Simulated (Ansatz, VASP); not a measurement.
# Two plane-wave programs on ScSi2

File POSCAR:

```
ScSi2
1.0
    3.7101351100      0.0000000000      0.0000000000
   -1.8550675500      3.2130762900      0.0000000000
    0.0000000000      0.0000000000      3.9299874600
Sc Si
1 2
Direct
    0.0000000000      0.0000000000      0.0000000000
    0.3333000000      0.6667000000      0.5000000000
    0.6666000000      0.3333000000      0.5000000000
```

INCAR.step1

```
SYSTEM = ScSi2
  ALGO = Normal
  EDIFF = 1E-4
  ENCUT = 520
  GGA = PE
  ISMEAR = -1
  LASPH = .TRUE.
  LCHARG = .FALSE.
  LREAL = .FALSE.
  LWAVE = .TRUE.
  NBANDS = 16
  NELM = 100
  PREC = Accurate
  SIGMA = 0.0122
```

File INCAR.step2:

```
SYSTEM = ScSi2
  ALGO = Normal
  EDIFF = 1E-6
  ENCUT = 520
  ISIF = 2
  ISMEAR = -1
  ISTART = 1
  LASPH = .TRUE.
  LCHARG = .TRUE.
  LELF = .TRUE.
  LMIXTAU = .TRUE.
  LREAL = .FALSE.
  LVHAR = .TRUE.
  LWAVE = .FALSE.
  METAGGA = R2SCAN
  NBANDS = 16
  NELM = 100
  PREC = Accurate
  SIGMA = 0.0122
```

Contents of KPOINTS:

```
k-points
0
G
  6 6 5
  0 0 0
```

Input for Ansatz:

```yaml
crystal:
  lattice:
    - [3.71013511, 0.0, 0.0]
    - [-1.85506755, 3.21307629, 0.0]
    - [0.0, 0.0, 3.92998746]
  atoms:
    - { symbol: Sc, position: [0.0, 0.0, 0.0] }
    - { symbol: Si, position: [0.3333, 0.6667, 0.5] }
    - { symbol: Si, position: [0.6666, 0.3333, 0.5] }
  symmetry: { tolerance: 0.0003 }
kpoints:
  mp_grid: { grid: [6, 6, 5], shift: [0, 0, 0] }
magnetization:
  spin_polarized: false
scf:
  occupations: { method: fermi_dirac, width: 0.0122 }
hamiltonian:
  pseudopotentials: { kind: paw }
  xc: r2scan
basis:
  ecutwfc: 500
output:
  forces: true
  stress: true
  eigenvalues: true
```

Alike in both runs: task single point; functional r2SCAN; k mesh 6 × 6 × 5; occupations fermi-dirac, width 0.0122 eV; no spin polarisation.

|  | VASP | Ansatz |
| --- | --- | --- |
| version | VASP 6.6.1 | Ansatz 0.2.0 |
| potentials or method | VASP PAW PBE potentials, release 64 (Sc_sv, Si) | PAW plane waves |
| plane-wave cutoff (eV) | 520 | 500 |
| valence electrons in the cell | 19 | 19 |

VASP gave:

```
gap on the k mesh at the Fermi level (eV)       : none
pressure (GPa)                                  : 17.0
largest component of the traceless stress (GPa) : 19.02
```

Question: Estimate Ansatz's values.

Answer: gap on the k mesh at the Fermi level (eV): none; pressure (GPa): 16.8; largest component of the traceless stress (GPa): 19.32.

A gap of «none» marks a metal or a gap that the smearing closes. Ansatz warned: «structure_snapped_to_symmetry».

Caveats: so large a pressure means that the cell lies far from this level's equilibrium, or that cutoff or potentials fall short (VASP); the potentials were made for another functional, which shifts forces and pressure (VASP).
